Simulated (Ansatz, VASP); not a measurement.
# Cross-check of InCl3 between VASP and Ansatz, part 2 of 3

One calculation is typed for both programs; each brings its own data sets. How far apart do they land? The cell is generated by rule, not measured, and may not be a known phase. Of the first pair: The cell is taken from a series of runs on this material, whose earlier steps may have relaxed, scaled, displaced or heated it; both programs get it as it stands.

VASP 6.6.1 and Ansatz 0.2.0.

So far: The structure; Ansatz: relaxation of cell and atoms, PBEsol, pair 1.

## Step 3: VASP: relaxation of cell and atoms, PBEsol, pair 1

Level of this step: PBEsol; plane waves and PAW (In_d, Cl); invented cell (VASP).

The same cell, functional, mesh and smearing now go to VASP, with its own data sets.

Lines of VASP's logs that name or quote its potential files are left out, and so is its time.

Input file INCAR:

```
SYSTEM = InCl3
PREC = Accurate
ENCUT = 500
EDIFF = 1E-07
NELM = 120
ISMEAR = 1
SIGMA = 0.2
LREAL = .FALSE.
ALGO = Normal
GGA = PS
NBANDS = 23
LORBIT = 11
LWAVE = .FALSE.
LCHARG = .FALSE.
ISIF = 3
IBRION = 2
NSW = 80
EDIFFG = -0.005
LASPH = .TRUE.
GGA_COMPAT = .FALSE.
NELMIN = 4
KPAR = 2
```

Input file POSCAR:

```
InCl3
1.0
    5.0239650000      0.0000000000      0.0000000000
    0.0000000000      5.0239650000      0.0000000000
    0.0000000000      0.0000000000      5.0239650000
In Cl
1 3
Direct
    0.0000000000      0.0000000000      0.0000000000
    0.4999999005      0.0000000000      0.0000000000
    0.0000000000      0.4999999005      0.0000000000
    0.0000000000      0.0000000000      0.4999999005
```

Input file KPOINTS:

```
Automatic mesh
0
Gamma
8 8 8
0 0 0
```

Potentials, in the order of the species: In_d and Cl (PBE family, release 64).

The run is started by

```bash
$ mpirun -np 2 vasp_std
```

Numbers of over 12 decimals in the logs are rounded to 6 here.

Output:

```text
[banner, memory and clock lines left out]
running    2 mpi-ranks, on    1 nodes
 distrk:  each k-point on    1 cores,    2 groups
 distr:  one band on    1 cores,    1 groups

 POSCAR found type information on POSCAR InCl
 POSCAR found :  2 types and       4 ions
|                                                                             |
|               ----> ADVICE to this user running VASP <----                  |
|                                                                             |
|     You enforced a specific xc type in the INCAR file but a different       |
|     [... a line on the potential file left out ...]
|     I HOPE YOU KNOW WHAT YOU ARE DOING!                                     |
|                                                                             |

 LDA part: xc-table for (Slater+PW92), standard interpolation
 POSCAR, INCAR and KPOINTS ok, starting setup
 FFT: planning ... GRIDC
 FFT: planning ... GRID_SOFT
 FFT: planning ... GRID
 WAVECAR not read
 entering main loop
       N       E                     dE             d eps       ncg     rms          rms(c)
DAV:   1     0.314970424312E+03    0.31497E+03   -0.14632E+04  1610   0.138E+03
DAV:   2     0.265926245461E+02   -0.28838E+03   -0.27361E+03  1931   0.345E+02
DAV:   3    -0.117574885319E+02   -0.38350E+02   -0.37287E+02  1975   0.130E+02
DAV:   4    -0.133507680427E+02   -0.15933E+01   -0.15861E+01  2089   0.321E+01
DAV:   5    -0.134292982230E+02   -0.78530E-01   -0.78512E-01  2403   0.639E+00    0.733E+00
DAV:   6    -0.126191162034E+02    0.81018E+00   -0.12387E+00  2462   0.211E+01    0.495E+00
DAV:   7    -0.125104516020E+02    0.10866E+00   -0.40514E-01  2425   0.115E+01    0.203E+00
DAV:   8    -0.125079121696E+02    0.25394E-02   -0.92624E-02  2237   0.329E+00    0.435E-01
DAV:   9    -0.125077094812E+02    0.20269E-03   -0.42140E-03  2497   0.895E-01    0.196E-01
DAV:  10    -0.125077114389E+02   -0.19577E-05   -0.62598E-04  2540   0.409E-01    0.730E-02
DAV:  11    -0.125077299076E+02   -0.18469E-04   -0.18262E-04  2539   0.155E-01    0.202E-02
DAV:  12    -0.125077312575E+02   -0.13499E-05   -0.78093E-06  2235   0.283E-02    0.931E-03
DAV:  13    -0.125077325892E+02   -0.13317E-05   -0.22582E-06  2191   0.357E-02    0.332E-03
DAV:  14    -0.125077323335E+02    0.25577E-06   -0.28175E-07  1818   0.136E-02    0.197E-03
DAV:  15    -0.125077322956E+02    0.37875E-07   -0.11590E-07  1418   0.725E-03
   1 F= -.12507732E+02 E0= -.12510432E+02  d E =-.125077E+02
 curvature:   0.00 expect dE= 0.000E+00 dE for cont linesearch  0.000E+00
 trial: gam= 0.00000 g(F)=  0.000E+00 g(S)=  0.244E-04 ort = 0.000E+00 (trialstep = 0.100E+01)
 search vector abs. value=  0.244E-04
 bond charge predicted
       N       E                     dE             d eps       ncg     rms          rms(c)
DAV:   1    -0.125079637616E+02   -0.23143E-03   -0.54614E-03  2197   0.114E+00    0.108E-01
DAV:   2    -0.125077737458E+02    0.19002E-03   -0.37729E-04  2267   0.328E-01    0.330E-02
DAV:   3    -0.125077410386E+02    0.32707E-04   -0.10159E-04  2232   0.181E-01    0.201E-02
DAV:   4    -0.125077420250E+02   -0.98630E-06   -0.56635E-06  2547   0.341E-02    0.818E-03
DAV:   5    -0.125077429286E+02   -0.90360E-06   -0.89885E-07  2457   0.214E-02    0.279E-03
DAV:   6    -0.125077434202E+02   -0.49167E-06   -0.24241E-07  1711   0.419E-03    0.806E-04
DAV:   7    -0.125077433143E+02    0.10592E-06   -0.32140E-08  1281   0.219E-03    0.256E-04
DAV:   8    -0.125077433052E+02    0.90886E-08   -0.94992E-09  1323   0.176E-03
   2 F= -.12507743E+02 E0= -.12510447E+02  d E =-.110096E-04
 trial-energy change:   -0.000011  1 .order   -0.000010   -0.000024    0.000004
 step:   0.8767(harm=  0.8581)  dis= 0.00000  next Energy=   -12.507744 (dE=-0.113E-04)
 reached required accuracy - stopping structural energy minimisation
```

From OUTCAR (step 3):

```text
ion  position               nearest neighbor table
   1  0.000  0.000  0.000-   2 2.51   3 2.51   4 2.51   4 2.51   3 2.51   2 2.51
   2  0.500  0.000  0.000-   1 2.51   1 2.51
   3  0.000  0.500  0.000-   1 2.51   1 2.51
   4  0.000  0.000  0.500-   1 2.51   1 2.51

  LATTYP: Found a simple cubic cell.
 ALAT       =     5.0239650000

 Subroutine GETGRP returns: Found 48 space group operations
 (whereof 48 operations were pure point group operations)

The static configuration has the point symmetry O_h .

 Found     35 irreducible k-points:

   k-points           NKPTS =     35   k-points in BZ     NKDIM =     35   number of bands    NBANDS=     23

   dimension x,y,z NGX =    40 NGY =   40 NGZ =   40
   dimension x,y,z NGXF=    80 NGYF=   80 NGZF=   80

   ENCUT  =  500.0 eV  36.75 Ry    6.06 a.u.   9.16  9.16  9.16*2*pi/ulx,y,z

   NELECT =      34.0000    total number of electrons

 k-points in reciprocal lattice and weights: Automatic mesh
   0.00000000  0.00000000  0.00000000       0.002
   0.12500000  0.00000000  0.00000000       0.012
   0.25000000  0.00000000  0.00000000       0.012
   0.37500000  0.00000000  0.00000000       0.012
   0.50000000  0.00000000  0.00000000       0.006
   0.12500000  0.12500000  0.00000000       0.023
   0.25000000  0.12500000  0.00000000       0.047
   0.37500000  0.12500000  0.00000000       0.047
   0.50000000  0.12500000  0.00000000       0.023
[...]
0.50000000  0.50000000  0.37500000       0.012
   0.50000000  0.50000000  0.50000000       0.002

 average (electrostatic) potential at core
       1-100.7223       2 -94.5424       3 -94.5424       4 -94.5424

 E-fermi :  -0.5803

 k-point     1 :       0.0000    0.0000    0.0000
  band No.  band energies     occupation
    ...
     14      -1.3567      2.00000
     15      -1.3266      2.00000
     16      -1.3266      2.00000
     17      -1.3266      2.00000
     18      -1.1325      2.00067
     19       5.9419      0.00000
     20       8.3983      0.00000
     21       8.3983      0.00000
     22       8.3983      0.00000
     23       9.0325      0.00000

 k-point     2 :       0.1250    0.0000    0.0000
  band No.  band energies     occupation
    ...
     13      -1.3853      2.00000
     14      -1.3853      2.00000
     15      -1.3768      2.00000
     16      -1.3347      2.00000
     17      -1.3347      2.00000
     18      -0.4806      0.26169
     19       6.0985      0.00000
     20       8.4410      0.00000
     21       8.4624      0.00000
     22       8.4624      0.00000
    ...

 k-point     3 :       0.2500    0.0000    0.0000
  band No.  band energies     occupation
    ...
     13      -1.4763      2.00000
     14      -1.4763      2.00000
     15      -1.4243      2.00000
     16      -1.3342      2.00000
     17      -1.3342      2.00000
     18       0.5547     -0.00000
     19       6.5331      0.00000
     20       8.5535      0.00000
     21       8.6466      0.00000
     22       8.6466      0.00000
    ...

  Total        0.0042968      0.0042968      0.0042968      0.0000000      0.0000000      0.0000000
  in kB        0.0543404      0.0543404      0.0543404      0.0000000      0.0000000      0.0000000
  external PRESSURE =       0.0543404 kB  Pullay stress =       0.0000000 kB

  energy-cutoff  :      500.00
  volume of cell :      126.69
      direct lattice vectors                 reciprocal lattice vectors
     5.022390606 -0.000000000 -0.000000000     0.199108369  0.000000000  0.000000000
    -0.000000000  5.022390606 -0.000000000     0.000000000  0.199108369  0.000000000
     0.000000000 -0.000000000  5.022390606     0.000000000  0.000000000  0.199108369

 POSITION                                       TOTAL-FORCE (eV/Angst)
 -----------------------------------------------------------------------------------
      0.00000      0.00000      0.00000         0.000000      0.000000      0.000000
      2.51119     -0.00000     -0.00000         0.000000      0.000000      0.000000
     -0.00000      2.51119     -0.00000        -0.000000      0.000000      0.000000
      0.00000     -0.00000      2.51119         0.000000     -0.000000      0.000000
 -----------------------------------------------------------------------------------
    total drift:                                0.000302      0.000302      0.000302

  FREE ENERGIE OF THE ION-ELECTRON SYSTEM (eV)
  ---------------------------------------------------
  free  energy   TOTEN  =       -12.5077433052 eV

  energy  without entropy=      -12.5158530392  energy(sigma->0) =      -12.51044655

 reached required accuracy - stopping structural energy minimisation

 total charge
# of ion       s       p       d       tot
------------------------------------------
    1        0.662   0.556   9.984  11.203
    2        1.586   3.511   0.000   5.097
    3        1.586   3.511   0.000   5.097
    4        1.586   3.511   0.000   5.097
--------------------------------------------------
tot          5.421  11.088   9.984  26.494

[... 3 further parts left out ...]
```

CONTCAR:

```
InCl3
   1.00000000000000
     5.0223906059308483   -0.0000000000000000   -0.0000000000000000
    -0.0000000000000000    5.0223906059308483   -0.0000000000000000
     0.0000000000000000   -0.0000000000000000    5.0223906059308483
  In              Cl
     1     3
Direct
     0.0000000000000000    0.0000000000000000    0.0000000000000000
     0.4999999005000006    0.0000000000000000    0.0000000000000000
     0.0000000000000000    0.4999999005000006    0.0000000000000000
     0.0000000000000000    0.0000000000000000    0.4999999005000006
```

The run keeps the 48 symmetry operations of its start, so it cannot find a distortion of lower symmetry.

## Step 4: Side by side

Known differences besides the potentials themselves: the cutoff is 420 eV in Ansatz and 500 eV in VASP; Ansatz makes its cores anew for this functional, VASP keeps those of its PBE data sets; Ansatz adds a Pulay correction to the stress that steers its cell, VASP none. Total energies have different zeros and are not compared.

Both answers:

```csv
quantity,Ansatz,VASP,difference
volume (Å³),126.81,126.69,+0.09 %
"edge a after relaxation, in the typed setting (Å)",5.024,5.022,+0.03 %
```

## Step 5: VASP: relaxation of cell and atoms, PBEsol, pair 2

The relaxed volume is the usual yardstick between codes: in a stiff, nearly cubic crystal its relative difference is about their pressure difference at one cell divided by the bulk modulus. This pair takes another cell of the material, with 8 atoms against 4 for the pair before.

Edit INCAR of step 3 so:

```diff
@@ -5,4 +5,4 @@
 NELM = 120
-ISMEAR = 1
-SIGMA = 0.2
+ISMEAR = 0
+SIGMA = 0.01
 LREAL = .FALSE.
@@ -10,3 +10,3 @@
 GGA = PS
-NBANDS = 23
+NBANDS = 42
 LORBIT = 11
@@ -21,2 +21,3 @@
 NELMIN = 4
+EFERMI = MIDGAP
 KPAR = 2
```

Input file POSCAR:

```
InCl3
1.0
    6.8041650000      0.0000000000      0.0000000000
    0.0000000000      6.8041650000      0.0000000000
    0.0000000000      0.0000000000      5.0453440000
In Cl
2 6
Direct
    0.4999999265      0.4999999265      0.0000000000
    0.0000000000      0.0000000000      0.0000000000
    0.4999999265      0.4999999265      0.5000000000
    0.0000000000      0.0000000000      0.5000000000
    0.3289289722      0.1710709543      0.0000000000
    0.6710708809      0.8289290457      0.0000000000
    0.1710709543      0.6710708809      0.0000000000
    0.8289290457      0.3289289722      0.0000000000
```

Input file KPOINTS:

```
Automatic mesh
0
Gamma
4 4 6
0 0 0
```

The run is started by

```bash
$ mpirun -np 2 vasp_std
```

Output:

```text
[banner, memory and clock lines left out]
running    2 mpi-ranks, on    1 nodes
[...]
[... a notice as in an earlier step ...]

 LDA part: xc-table for (Slater+PW92), standard interpolation
 POSCAR, INCAR and KPOINTS ok, starting setup
[...]
entering main loop
       N       E                     dE             d eps       ncg     rms          rms(c)
DAV:   1     0.720530484228E+03    0.72053E+03   -0.28922E+04  2016   0.156E+03
DAV:   2     0.977907325874E+02   -0.62274E+03   -0.59633E+03  2282   0.389E+02
DAV:   3    -0.201087344446E+02   -0.11790E+03   -0.11513E+03  2470   0.182E+02
DAV:   4    -0.268385804460E+02   -0.67298E+01   -0.66895E+01  2496   0.480E+01
[...]
DAV:  14    -0.255303380832E+02   -0.11654E-05   -0.11804E-06  2534   0.534E-03    0.161E-03
DAV:  15    -0.255303384946E+02   -0.41134E-06   -0.25740E-07  2008   0.524E-03    0.106E-03
DAV:  16    -0.255303384623E+02    0.32287E-07   -0.49154E-08  1506   0.135E-03
   1 F= -.25530338E+02 E0= -.25530338E+02  d E =-.255303E+02
[...]
N       E                     dE             d eps       ncg     rms          rms(c)
DAV:   1    -0.255309503841E+02   -0.61189E-03   -0.15218E-02  2758   0.146E+00    0.176E-01
DAV:   2    -0.255304501037E+02    0.50028E-03   -0.10975E-03  2712   0.430E-01    0.545E-02
DAV:   3    -0.255303611536E+02    0.88950E-04   -0.27629E-04  2772   0.224E-01    0.311E-02
DAV:   4    -0.255303624833E+02   -0.13296E-05   -0.14720E-05  3158   0.402E-02    0.157E-02
DAV:   5    -0.255303648647E+02   -0.23815E-05   -0.24296E-06  2916   0.325E-02    0.446E-03
DAV:   6    -0.255303659809E+02   -0.11162E-05   -0.13792E-06  2268   0.616E-03    0.113E-03
DAV:   7    -0.255303658075E+02    0.17341E-06   -0.67587E-08  1338   0.299E-03    0.449E-04
DAV:   8    -0.255303657405E+02    0.67017E-07   -0.29205E-08  1224   0.204E-03
   2 F= -.25530366E+02 E0= -.25530366E+02  d E =-.272782E-04
 trial-energy change:   -0.000027  1 .order   -0.000027   -0.000067    0.000013
 step:   0.8416(harm=  0.8365)  dis= 0.00005  next Energy=   -25.530367 (dE=-0.283E-04)
 reached required accuracy - stopping structural energy minimisation
```

Parts of OUTCAR (step 5):

```text
  Total        0.0133306      0.0133306      0.0132380      0.0000000      0.0000000      0.0000000
  in kB        0.0915367      0.0915367      0.0909005      0.0000000      0.0000000      0.0000000
  external PRESSURE =       0.0913246 kB  Pullay stress =       0.0000000 kB

 POSITION                                       TOTAL-FORCE (eV/Angst)
 -----------------------------------------------------------------------------------
      3.40083      3.40083     -0.00000         0.000000      0.000000      0.000000
      0.00000      0.00000      0.00000         0.000000      0.000000      0.000000
      3.40083      3.40083      2.52177         0.000000      0.000000      0.000000
      0.00000     -0.00000      2.52177         0.000000      0.000000      0.000000
      2.23732      1.16351      5.04355         0.003244     -0.003244      0.000000
      4.56434      5.63815     -0.00000        -0.003244      0.003244     -0.000000
      1.16351      4.56434     -0.00000        -0.003244     -0.003244      0.000000
      5.63815      2.23732     -0.00000         0.003244      0.003244     -0.000000
 -----------------------------------------------------------------------------------
    total drift:                                0.001818      0.001427     -0.000000

  FREE ENERGIE OF THE ION-ELECTRON SYSTEM (eV)
  ---------------------------------------------------
  free  energy   TOTEN  =       -25.5303657405 eV

  energy  without entropy=      -25.5303657405  energy(sigma->0) =      -25.53036574

[... 1 part as in an earlier step ...]

[... 3 further parts left out ...]
[key lines of the parts left out:]
E-fermi :   0.4980
```

The gap is read on the k-mesh alone, so it is an upper bound where the band edges lie off the mesh. The run keeps the 16 symmetry operations of its start, so it cannot find a distortion of lower symmetry.

## Step 6: Ansatz: relaxation of cell and atoms, PBEsol, pair 2

The same cell, functional and mesh now go to Ansatz, which takes its cutoff from its data sets.

The cell is taken from a series of runs on this material, whose earlier steps may have relaxed, scaled, displaced or heated it; both programs get it as it stands.

Input file input.yaml:

```yaml
crystal:
  lattice:
    - [6.804164585, 0.0, 0.0]
    - [0.0, 6.804164585, 0.0]
    - [0.0, 0.0, 5.0453438594]
  atoms:
    - { symbol: In, position: [0.5, 0.5, 0.0] }
    - { symbol: In, position: [0.0, 0.0, 0.0] }
    - { symbol: Cl, position: [0.5, 0.5, 0.5] }
    - { symbol: Cl, position: [0.0, 0.0, 0.5] }
    - { symbol: Cl, position: [0.3289290427, 0.1710709573, 0.0] }
    - { symbol: Cl, position: [0.6710709573, 0.8289290427, 0.0] }
    - { symbol: Cl, position: [0.1710709573, 0.6710709573, 0.0] }
    - { symbol: Cl, position: [0.8289290427, 0.3289290427, 0.0] }
kpoints:
  mp_grid: { grid: [4, 4, 6] }
hamiltonian:
  xc: pbesol
scf:
  occupations: { method: fixed }
output:
  forces: true
  stress: true
  eigenvalues: true
relax:
  adjacent_minimum: "off"
  f_tol: 0.001
  max_steps: 60
  cell: { stress_tol: 0.01 }
```

The run is started by

```bash
$ ansatz run input.yaml --threads 4 --pin off --max-ram 7168MiB --backend cpu --events-out ev --progress --plain --runs-dir out
```

Output:

```text
[...]
Crystal: 8 atoms, lattice volume = 233.583 Å³
Basis set: ecut = 420 eV, 4549 PW (Γ), exchange–correlation on 96×96×72 points (8 copies of the dense FFT grid, shifted against one another)
Bands: 42, of which v1, the nominal top of the filled ones, is band 34 counted from 1 (33 counted from 0)
Symmetry: 16 space group operations
[...]
k-points: 24 of 96
[...]
- [0.0, 0.0, 5.0453438594]
  atoms:
    - { symbol: In, position: [0.500000, 0.500000, 0.0] }
    - { symbol: In, position: [0.0, 0.0, 0.0] }
    - { symbol: Cl, position: [0.500000, 0.500000, 0.500000] }
    - { symbol: Cl, position: [0.0, 0.0, 0.500000] }
    - { symbol: Cl, position: [0.328929, 0.171071, 0.0] }
    - { symbol: Cl, position: [0.671071, 0.828929, 0.0] }
    - { symbol: Cl, position: [0.171071, 0.671071, 0.0] }
    - { symbol: Cl, position: [0.828929, 0.328929, 0.0] }
[key lines of the parts left out:]
SCF converged after 5 iterations
Free energy (F): -17423.251942 eV
Fermi energy:    1.421187 eV
P = ⅓ Tr σ = -0.0015 GPa (-0.015 kbar)
```

## Step 7: Side by side

What differs besides the data sets and the points named for the pairs above, as far as they apply: fixed occupations in Ansatz, narrow Gaussian smearing in VASP. Total energies have different zeros and are not compared.

Compared:

| quantity | Ansatz | VASP | difference |
| --- | --- | --- | --- |
| volume (Å³) | 233.58 | 233.33 | +0.11 % |
| edge a after relaxation, in the typed setting (Å) | 6.804 | 6.802 | +0.04 % |
| edge c after relaxation, in the typed setting (Å) | 5.045 | 5.043 | +0.04 % |

[end of part 2 of 3]

[Lines on the potential files, build, host, timing and source positions are cut from VASP's logs without a mark.]

[Logs are printed without paths, hosts, clocks, repeated set-up lines and the standing remarks that a program may print on its own settings, such as how far it seeks lower states.]

[Hosts, paths, dates, database ids (printed as entryN), source tags and the programs' standing remarks are cut or masked in the printed files.]
